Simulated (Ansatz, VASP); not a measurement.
# Si: VASP beside Ansatz

File POSCAR:

```
Si
1.0
    0.0000000000      2.7218511900      2.7218511900
    2.7218511900      0.0000000000      2.7218511900
    2.7218511900      2.7218511900      0.0000000000
Si
2
Direct
    0.7500000000      0.7500000000      0.7500000000
    0.5000000000      0.5000000000      0.5000000000
```

Contents of INCAR.step1:

```
PREC     = Accurate       # precision mode
ENCUT    = 600            # plane-wave cutoff, eV
ISMEAR   = 0              # smearing method
SIGMA    = 0.02           # smearing width, eV
LREAL    = F              # projectors in reciprocal space
LASPH    = T              # aspherical terms in the spheres
NELM     = 100            # most SCF steps
GGA      = PE             # functional
ALGO     = Normal         # electronic algorithm
EDIFF    = 1E-4           # SCF threshold, eV
LWAVE    = T              # write WAVECAR
LCHARG   = F              # write CHGCAR
```

The input INCAR.step2:

```
PREC     = Accurate       # precision mode
ENCUT    = 600            # plane-wave cutoff, eV
EDIFF    = 1E-6           # SCF threshold, eV
ISMEAR   = 0              # smearing method
SIGMA    = 0.02           # smearing width, eV
LREAL    = F              # projectors in reciprocal space
LASPH    = T              # aspherical terms in the spheres
NELM     = 100            # most SCF steps
ALGO     = Normal         # electronic algorithm
ISIF     = 3              # what is computed and relaxed
LWAVE    = F              # write WAVECAR
LCHARG   = F              # write CHGCAR
METAGGA  = R2SCAN         # meta-GGA
LMIXTAU  = T            
IBRION   = 2              # ionic algorithm
NSW      = 100            # ionic steps
EDIFFG   = -0.002         # ionic threshold
ISTART   = 1
```

KPOINTS

```
Automatic mesh
0
Gamma
  8 8 8
```

Input for Ansatz:

```yaml
crystal:
  lattice:
    - [0.0, 2.72185119, 2.72185119]
    - [2.72185119, 0.0, 2.72185119]
    - [2.72185119, 2.72185119, 0.0]
  atoms:
    - { symbol: Si, position: [0.75, 0.75, 0.75] }
    - { symbol: Si, position: [0.5, 0.5, 0.5] }
basis:
  ecutwfc: 500
kpoints:
  mp_grid: { grid: [8, 8, 8] }
hamiltonian:
  xc: r2scan
scf:
  occupations: { method: gaussian, width: 0.02 }
output:
  forces: true
  stress: true
  eigenvalues: true
  write_density: true
  write_potential: true
  elf: true
  volumetric_format: npy
relax:
  adjacent_minimum: "off"
  f_tol: 0.002
  max_steps: 80
  cell: { stress_tol: 0.02 }
```

Alike in both runs: task relaxation of cell and atoms; functional r2SCAN; k mesh 8 × 8 × 8; occupations gaussian, width 0.02 eV; no spin polarisation.

|  | VASP | Ansatz |
| --- | --- | --- |
| version | VASP 6.6.1 | Ansatz 0.2.0 |
| potentials or method | VASP PAW PBE potentials, release 64 (Si) | scalar-relativistic, plane waves, PAW |
| plane-wave cutoff (eV) | 600 | 500 |
| valence electrons in the cell | 8 | 8 |

```csv
,VASP,Ansatz,Ansatz less VASP
"gap on the k mesh at the Fermi level, each at its own relaxed structure (eV)",0.82,0.81,-0.011
relaxed volume (Å³/atom),20.12,20.17,+0.048
relaxed cell length with the largest relative difference (Å),3.847,3.850,+0.0031
```

Caveats: the PAW data sets were made with another functional, which shifts forces and pressure a little (VASP). A k mesh can miss the band edges. r2SCAN opens gaps a little over a GGA but as a rule still falls short of measured ones.
